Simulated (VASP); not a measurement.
Calculation: PBE GGA, VASP's PBE PAW potentials (set 64) (plane waves; VASP).

VASP ran on this input.

INCAR:
```
ALGO=Normal
EDIFF=1E-6
ENCUT=180
GGA=PE
ISIF=2
ISMEAR=1
LASPH=.TRUE.
LCHARG=.FALSE.
LMAXMIX=6
LREAL=.FALSE.
LWAVE=.FALSE.
NELM=100
PREC=Accurate
SIGMA=0.272
SYSTEM=PtSb2
```

**KPOINTS**
```
Automatic mesh
0
Gamma
1 1 1
0 0 0
```

File POSCAR:
```
PtSb2
13.002360
  0.5000000000   0.0000000000   0.0000000000
  0.0000000000   0.5000000000   0.0000000000
  0.0000000000   0.0000000000   0.5000000000
Sb Pt
8 4
direct
  0.6250000000   0.8750000000   0.1250000000
  0.1250000000   0.6250000000   0.8750000000
  0.6250000000   0.6250000000   0.6250000000
  0.3750000000   0.3750000000   0.3750000000
  0.8750000000   0.1250000000   0.6250000000
  0.8750000000   0.3750000000   0.1250000000
  0.1250000000   0.8750000000   0.3750000000
  0.3750000000   0.1250000000   0.8750000000
  0.0000000000   0.5000000000   0.5000000000
  0.5000000000   0.0000000000   0.5000000000
  0.0000000000   0.0000000000   0.0000000000
  0.5000000000   0.5000000000   0.0000000000
```

POTCAR, in this order: Sb Pt (PBE.64 set). Program: vasp_std.

Output

File OUTCAR:
```
 ion  position               nearest neighbor table
   1  0.625  0.875  0.125-  10 2.70  11 2.70  12 2.70   8 2.82   6 3.63   7 3.63   3 3.63   3 3.63
                             6 3.63   7 3.63
   2  0.125  0.625  0.875-   9 2.70  11 2.70  12 2.70   6 2.82   3 3.63   7 3.63   8 3.63   7 3.63
                             8 3.63   3 3.63
   3  0.625  0.625  0.625-   9 2.70  10 2.70  12 2.70   4 2.82   2 3.63   1 3.63   5 3.63   1 3.63
                             5 3.63   2 3.63
   4  0.375  0.375  0.375-   9 2.70  10 2.70  12 2.70   3 2.82   6 3.63   7 3.63   8 3.63   8 3.63
                             7 3.63   6 3.63
   5  0.875  0.125  0.625-   9 2.70  10 2.70  11 2.70   7 2.82   6 3.63   3 3.63   8 3.63   6 3.63
                             3 3.63   8 3.63
   6  0.875  0.375  0.125-   9 2.70  11 2.70  12 2.70   2 2.82   1 3.63   4 3.63   5 3.63   5 3.63
                             1 3.63   4 3.63
   7  0.125  0.875  0.375-   9 2.70  10 2.70  11 2.70   5 2.82   2 3.63   4 3.63   1 3.63   2 3.63
                             4 3.63   1 3.63
   8  0.375  0.125  0.875-  10 2.70  11 2.70  12 2.70   1 2.82   2 3.63   4 3.63   5 3.63   4 3.63
                             2 3.63   5 3.63
   9  0.000  0.500  0.500-   2 2.70   3 2.70   4 2.70   5 2.70   6 2.70   7 2.70
  10  0.500  0.000  0.500-   1 2.70   3 2.70   4 2.70   5 2.70   7 2.70   8 2.70
  11  0.000  0.000  0.000-   1 2.70   2 2.70   5 2.70   6 2.70   7 2.70   8 2.70
  12  0.500  0.500  0.000-   1 2.70   2 2.70   3 2.70   4 2.70   6 2.70   8 2.70
  LATTYP: Found a simple cubic cell.
 ALAT       =     6.5011800000
 Subroutine PRICEL returns:
 Original cell was already a primitive cell.
 Subroutine GETGRP returns: Found 24 space group operations
The static configuration has the point symmetry S_6 .
 The point group associated with its full space group is T_h .
The dynamic configuration has the point symmetry S_6 .
 Subroutine INISYM returns: Found 24 space group operations
 Subroutine IBZKPT returns following result:
 Found      1 irreducible k-points:

 Following reciprocal coordinates:
            Coordinates               Weight
  0.000000  0.000000  0.000000      1.000000
   k-points           NKPTS =      1   k-points in BZ     NKDIM =      1   number of bands    NBANDS=     48
   number of dos      NEDOS =    301   number of ions     NIONS =     12
   total plane-waves  NPLWV =  21952
   dimension x,y,z NGX =    28 NGY =   28 NGZ =   28
   dimension x,y,z NGXF=    56 NGYF=   56 NGZF=   56
   ions per type =               8   4
   PREC   = accura    normal or accurate (medium, high low for compatibility)
   ISTART =      0    job   : 0-new  1-cont  2-samecut
   ICHARG =      2    charge: 1-file 2-atom 10-const
   ISPIN  =      1    spin polarized calculation?
   LNONCOLLINEAR =      F non collinear calculations
   LSORBIT =      F    spin-orbit coupling
   INIWAV =      1    electr: 0-lowe 1-rand  2-diag
   ENCUT  =  180.0 eV  13.23 Ry    3.64 a.u.   7.11  7.11  7.11*2*pi/ulx,y,z
   NELM   =    100;   NELMIN=  2; NELMDL= -5     # of ELM steps
   EDIFF  = 0.1E-05   stopping-criterion for ELM
   LREAL  =      F    real-space projection
   NLSPLINE    = F    spline interpolate recip. space projectors
   LMAXMIX     =    6 max onsite mixed and CHGCAR
   VOSKOWN=      0    Vosko Wilk Nusair interpolation
   EDIFFG = 0.1E-04   stopping-criterion for IOM
   NSW    =      0    number of steps for IOM
   NBLOCK =      1;   KBLOCK =      1    inner block; outer block
   IBRION =     -1    ionic relax: 0-MD 1-quasi-New 2-CG
   NFREE  =      0    steps in history (QN), initial steepest desc. (CG)
   ISIF   =      2    stress and relaxation
   ISYM   =      2    0-nonsym 1-usesym 2-fastsym
   TEIN   =    0.0    initial temperature
   TEBEG  =    0.0;   TEEND  =   0.0 temperature during run
   SMASS  =  -3.00    Nose mass-parameter (am)
   PSTRESS=    0.0 pullay stress
   NELECT =      80.0000    total number of electrons
   EFERMI =   0.00;   METHOD = LEGACY
   ISMEAR =     1;   SIGMA  =   0.27  broadening in eV -4-tet -1-fermi 0-gaus
   IALGO  =     38    algorithm
   LDIAG  =      T    sub-space diagonalisation (order eigenvalues)
   IMIX   =      4    mixing-type and parameters
     AMIX     =   0.40;   BMIX     =  1.00
     AMIX_MAG =   1.60;   BMIX_MAG =  1.00
...
```

### OSZICAR
```
       N       E                     dE             d eps       ncg     rms          rms(c)
DAV:   1     0.234540845182E+03    0.23454E+03   -0.16411E+04    96   0.581E+02
DAV:   2    -0.588642972862E+02   -0.29341E+03   -0.27800E+03   120   0.165E+02
DAV:   3    -0.709160006410E+02   -0.12052E+02   -0.11891E+02   112   0.374E+01
DAV:   4    -0.711304401649E+02   -0.21444E+00   -0.21430E+00   120   0.477E+00
DAV:   5    -0.711354814120E+02   -0.50412E-02   -0.50401E-02   120   0.652E-01    0.245E+01
DAV:   6    -0.677492922757E+02    0.33862E+01   -0.19835E+01    96   0.187E+01    0.901E+00
DAV:   7    -0.671736933167E+02    0.57560E+00   -0.52276E+00    96   0.994E+00    0.856E+00
DAV:   8    -0.666181694000E+02    0.55552E+00   -0.10858E+00   112   0.468E+00    0.169E+00
DAV:   9    -0.666011052969E+02    0.17064E-01   -0.10328E-01   112   0.111E+00    0.317E-01
DAV:  10    -0.666000218043E+02    0.10835E-02   -0.59435E-03   112   0.283E-01    0.174E-01
DAV:  11    -0.665999699676E+02    0.51837E-04   -0.54185E-04   112   0.818E-02    0.831E-02
DAV:  12    -0.665999730444E+02   -0.30768E-05   -0.10589E-04   112   0.420E-02    0.103E-02
DAV:  13    -0.665999786166E+02   -0.55721E-05   -0.88916E-06   104   0.106E-02    0.581E-03
DAV:  14    -0.665999782643E+02    0.35223E-06   -0.84092E-07    72   0.411E-03
   1 F= -.66599978E+02 E0= -.66498381E+02  d E =-.304790E+00
```

### OUTCAR
```
------------------------ aborting loop because EDIFF is reached ----------------------------------------
  FORCE on cell =-STRESS in cart. coord.  units (eV):
  Direction    XX          YY          ZZ          XY          YZ          ZX
  --------------------------------------------------------------------------------------
  Total      -22.8152414    -22.8152414    -22.8152414     -0.0000000      0.0000000     -0.0000000
  in kB     -133.0329065   -133.0329065   -133.0329065     -0.0000000      0.0000000     -0.0000000
  external PRESSURE =    -133.0329065 kB  Pullay stress =       0.0000000 kB
  volume of cell :      274.77
      direct lattice vectors                 reciprocal lattice vectors
     6.501180000  0.000000000  0.000000000     0.153818230  0.000000000  0.000000000
     0.000000000  6.501180000  0.000000000     0.000000000  0.153818230  0.000000000
     0.000000000  0.000000000  6.501180000     0.000000000  0.000000000  0.153818230
 POSITION                                       TOTAL-FORCE (eV/Angst)
 -----------------------------------------------------------------------------------
      4.06324      5.68853      0.81265        -1.497037      1.497037     -1.497037
      0.81265      4.06324      5.68853        -1.497037     -1.497037      1.497037
      4.06324      4.06324      4.06324        -1.497037     -1.497037     -1.497037
      2.43794      2.43794      2.43794         1.497037      1.497037      1.497037
      5.68853      0.81265      4.06324         1.497037     -1.497037     -1.497037
      5.68853      2.43794      0.81265         1.497037      1.497037     -1.497037
      0.81265      5.68853      2.43794        -1.497037      1.497037      1.497037
      2.43794      0.81265      5.68853         1.497037     -1.497037      1.497037
      0.00000      3.25059      3.25059         0.000000      0.000000      0.000000
      3.25059      0.00000      3.25059         0.000000      0.000000      0.000000
      0.00000      0.00000      0.00000         0.000000      0.000000      0.000000
      3.25059      3.25059      0.00000         0.000000      0.000000      0.000000
 -----------------------------------------------------------------------------------
    total drift:                                0.000000      0.000000      0.000000
  FREE ENERGIE OF THE ION-ELECTRON SYSTEM (eV)
  ---------------------------------------------------
  free  energy   TOTEN  =       -66.5999782643 eV

  energy  without entropy=      -66.2951877963  energy(sigma->0) =      -66.49838144
```
(Selected blocks of OUTCAR.)

At this cut-off the stress carries a Pulay error, which pulls relaxed volumes low.

The structure is a typed PtSb2 crystal. The cell was not relaxed at this level. The k-mesh is coarse (spacing up to 0.97 per Å, 2π included), so the numbers may not be converged in it. The run is one of a series of settings (ENCUT = 180, ISMEAR = 1, SIGMA = 0.272, KPOINTS 1×1×1 Γ-centred mesh against the base run), some of them coarse on purpose.
